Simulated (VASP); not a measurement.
# Ge2Sb2Te5 under changes of volume

One of the cells (30.062 Å³/atom); the others are scaled copies at fixed shape and fractional positions:

```
CELL_PARAMETERS angstrom
6.74389 -3.00433 -0.03942
6.74389 3.00433 -0.03942
-6.77530 0.00000 6.71648
ATOMIC_POSITIONS crystal
Te 0.59439 0.59439 0.38211
Te 0.79985 0.79985 0.19004
Te 0.00541 0.00541 0.00015
Te 0.21330 0.21330 0.81590
Te 0.41075 0.41075 0.60233
Sb 0.89194 0.89194 0.58179
Sb 0.10920 0.10920 0.42602
Ge 0.28528 0.28528 0.20283
Ge 0.48987 0.48987 0.99883
```

The cell comes from a database or a generator and needn't be the stable form of this composition.

* Program: VASP 6.6.1
* Functional: PBEsol
* Potentials or basis: VASP PAW PBE potentials, release 64 (Te, Sb, Ge_d)
* Cutoff: 520 eV
* k mesh: 4 × 4 × 4
* Occupations: gaussian, width 0.02 eV
* Spin: no spin polarisation

| volume (Å³/atom) | energy over the lowest point (meV/atom) | pressure (GPa) | largest force (eV/Å) |
| --- | --- | --- | --- |
| 28.860 | ? | ? | ? |
| 29.461 | 2.11 | 1.1 | 0.119 |
| 30.062 | 0.00 | 0.0 | 0.009 |
| 30.663 | 1.88 | -1.0 | 0.105 |
| 31.265 | 7.32 | -1.9 | 0.205 |

Task: What does the run at 28.860 Å³/atom give?

Result: Energy over the lowest point 8.66 meV/atom; pressure 2.4 GPa; largest force 0.244 eV/Å.

Worked out: A Birch-Murnaghan fit of order 2 (a polynomial in V^(-2/3)) to the other rows has its minimum at 30.07 Å³/atom with B0 = V·E''(V) = 53 GPa at fixed shape and positions, which overstates the stiffness. It gives 8.58 meV/atom at 28.860 Å³/atom, against the run's 8.66, and -dE/dV = 2.3 GPa, against 2.4.

Energies are extrapolated to zero smearing.

Caveats: the PAW data sets were made with another functional, which shifts forces and pressure a little.
